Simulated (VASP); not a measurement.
Crystal: TiC.

```
Ti C
1.0
     0.00000    2.15930    2.15930
     2.15930    0.00000    2.15930
     2.15930    2.15930    0.00000
Ti C
1 1
Cartesian
  0.0000 0.0000 0.0000
  2.1593 2.1593 2.1593
```

Base run:

| Quantity | Value |
| --- | --- |
| Program | VASP 6.6.1 |
| Functional | LDA |
| Potentials or basis | VASP PAW LDA potentials, release 64 (Ti_sv, C) |
| Cutoff | 520 eV |
| k mesh | 12 × 12 × 12 |
| Occupations | fermi-dirac, width 0.05 eV |
| Spin | no spin polarisation |

Its results: band gap on the k mesh none (metal or under the smearing width); pressure -9.9 GPa.

The run is repeated on the same cell with these changes: functional from LDA to PBEsol; potentials or basis from VASP PAW LDA potentials, release 64 (Ti_sv, C) to VASP PAW PBE potentials, release 64 (Ti_sv, C). What comes out?

Band gap on the k mesh none (metal or under the smearing width); pressure -4.3 GPa.

Caveats: the PAW data sets were made with another functional, which shifts forces and pressure a little (some runs).

Not every run made on this cell is shown here.
